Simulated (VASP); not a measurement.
OSZICAR of a VASP run on MgS:

File OSZICAR:
```
       N       E                     dE             d eps       ncg     rms          rms(c)
DAV:   1     0.938366052254E+03    0.93837E+03   -0.71699E+04   816   0.105E+03
DAV:   2    -0.154879421708E+03   -0.10932E+04   -0.10614E+04  1056   0.193E+02
DAV:   3    -0.266200885239E+03   -0.11132E+03   -0.11086E+03   952   0.681E+01
DAV:   4    -0.268622370454E+03   -0.24215E+01   -0.24155E+01   968   0.121E+01
DAV:   5    -0.268682834364E+03   -0.60464E-01   -0.60377E-01   984   0.193E+00    0.216E+01
DAV:   6    -0.255184716960E+03    0.13498E+02   -0.32471E+01   888   0.891E+00    0.173E+01
DAV:   7    -0.253737059345E+03    0.14477E+01   -0.52258E+00   944   0.350E+00    0.113E+01
DAV:   8    -0.253612491381E+03    0.12457E+00   -0.22084E-01   928   0.119E+00    0.278E+00
DAV:   9    -0.253606055440E+03    0.64359E-02   -0.32896E-02   968   0.359E-01    0.502E-01
DAV:  10    -0.253607200688E+03   -0.11452E-02   -0.16762E-03   912   0.111E-01    0.270E-01
DAV:  11    -0.253607250570E+03   -0.49882E-04   -0.33241E-04   952   0.315E-02    0.738E-02
DAV:  12    -0.253607251363E+03   -0.79342E-06   -0.25269E-05   920   0.932E-03    0.919E-03
DAV:  13    -0.253607251741E+03   -0.37815E-06   -0.76465E-07   928   0.202E-03    0.286E-03
DAV:  14    -0.253607251747E+03   -0.54315E-08   -0.47776E-08   544   0.466E-04
   1 F= -.25360725E+03 E0= -.25360725E+03  d E =-.577256E-12
 Found     2 degrees of freedom:
       N       E                     dE             d eps       ncg     rms          rms(c)
DAV:   1    -0.253606419316E+03    0.83243E-03   -0.10884E-02  1392   0.242E-01    0.111E-01
DAV:   2    -0.253606450759E+03   -0.31443E-04   -0.72146E-04  1624   0.546E-02    0.360E-02
DAV:   3    -0.253606437024E+03    0.13736E-04   -0.51336E-05  1640   0.160E-02    0.213E-02
DAV:   4    -0.253606431642E+03    0.53820E-05   -0.99352E-06  1616   0.696E-03    0.998E-03
DAV:   5    -0.253606427125E+03    0.45166E-05   -0.88903E-06  1600   0.893E-03    0.766E-03
DAV:   6    -0.253606426887E+03    0.23869E-06   -0.40235E-06  1688   0.465E-03    0.821E-03
DAV:   7    -0.253606426650E+03    0.23622E-06   -0.12449E-06  1816   0.269E-03    0.474E-03
DAV:   8    -0.253606426594E+03    0.56007E-07   -0.21861E-07  1312   0.150E-03
   2 F= -.25360643E+03 E0= -.25360643E+03  d E =-.581123E-12
       N       E                     dE             d eps       ncg     rms          rms(c)
DAV:   1    -0.253606437641E+03   -0.10990E-04   -0.35496E-02  1360   0.418E-01    0.192E-01
DAV:   2    -0.253606511930E+03   -0.74289E-04   -0.21737E-03  1648   0.100E-01    0.692E-02
DAV:   3    -0.253606462948E+03    0.48983E-04   -0.17990E-04  1656   0.304E-02    0.315E-02
DAV:   4    -0.253606441170E+03    0.21777E-04   -0.36359E-05  1608   0.152E-02    0.181E-02
DAV:   5    -0.253606428172E+03    0.12998E-04   -0.21153E-05  1600   0.165E-02    0.130E-02
DAV:   6    -0.253606427349E+03    0.82286E-06   -0.17794E-05  1752   0.991E-03    0.141E-02
DAV:   7    -0.253606426866E+03    0.48245E-06   -0.54646E-06  1792   0.559E-03    0.944E-03
DAV:   8    -0.253606426824E+03    0.42419E-07   -0.10675E-06  1624   0.224E-03    0.782E-03
DAV:   9    -0.253606426652E+03    0.17243E-06   -0.17195E-07   928   0.922E-04    0.569E-03
DAV:  10    -0.253606426565E+03    0.86588E-07   -0.68227E-07  1504   0.164E-03
   3 F= -.25360643E+03 E0= -.25360643E+03  d E =-.585025E-12
       N       E                     dE             d eps       ncg     rms          rms(c)
DAV:   1    -0.253605481126E+03    0.94553E-03   -0.27129E-01  1408   0.876E-01    0.262E-01
DAV:   2    -0.253606489620E+03   -0.10085E-02   -0.12578E-02  1536   0.227E-01    0.111E-01
DAV:   3    -0.253606403778E+03    0.85842E-04   -0.22879E-04  1648   0.371E-02    0.753E-02
DAV:   4    -0.253606347351E+03    0.56427E-04   -0.19070E-04  1568   0.277E-02    0.429E-02
DAV:   5    -0.253606349221E+03   -0.18697E-05   -0.55479E-05  1656   0.152E-02    0.185E-02
DAV:   6    -0.253606348418E+03    0.80273E-06   -0.35673E-06  1800   0.446E-03    0.125E-02
DAV:   7    -0.253606347043E+03    0.13751E-05   -0.36073E-06  1584   0.408E-03    0.345E-03
DAV:   8    -0.253606346861E+03    0.18181E-06   -0.13224E-06  1608   0.328E-03    0.443E-03
DAV:   9    -0.253606346868E+03   -0.66993E-08   -0.82632E-07  1592   0.198E-03
   4 F= -.25360635E+03 E0= -.25360635E+03  d E =-.564780E-12
       N       E                     dE             d eps       ncg     rms          rms(c)
DAV:   1    -0.253604274704E+03    0.20722E-02   -0.84989E-01  1408   0.146E+00    0.413E-01
DAV:   2    -0.253606714260E+03   -0.24396E-02   -0.32524E-02  1544   0.355E-01    0.176E-01
DAV:   3    -0.253606483328E+03    0.23093E-03   -0.60912E-04  1640   0.562E-02    0.120E-01
DAV:   4    -0.253606339104E+03    0.14422E-03   -0.76207E-04  1592   0.538E-02    0.559E-02
DAV:   5    -0.253606352358E+03   -0.13254E-04   -0.17079E-04  1544   0.267E-02    0.255E-02
DAV:   6    -0.253606350170E+03    0.21881E-05   -0.38721E-06  1616   0.442E-03    0.198E-02
DAV:   7    -0.253606347067E+03    0.31031E-05   -0.10918E-05  1568   0.628E-03    0.578E-03
DAV:   8    -0.253606346967E+03    0.99832E-07   -0.15414E-06  1616   0.310E-03    0.938E-03
DAV:   9    -0.253606346908E+03    0.59339E-07   -0.48632E-07  1456   0.156E-03
   5 F= -.25360635E+03 E0= -.25360635E+03  d E =-.542869E-12
```

Task: Which electronic solver shows in the log?

Result: It is blocked Davidson (ALGO = Normal, or the opening steps of other solvers). The INCAR had ALGO = Normal.

Task: Can the final energy be trusted as converged?

Result: The run converged. It stopped with EDIFF = 1E-7, NELM = 100 (LDA (Ceperley-Alder, Perdew-Zunger), plane waves, VASP's LDA PAW potentials (set 64)).

The cell is a supercell, built from a database entry that may be metastable or hypothetical.
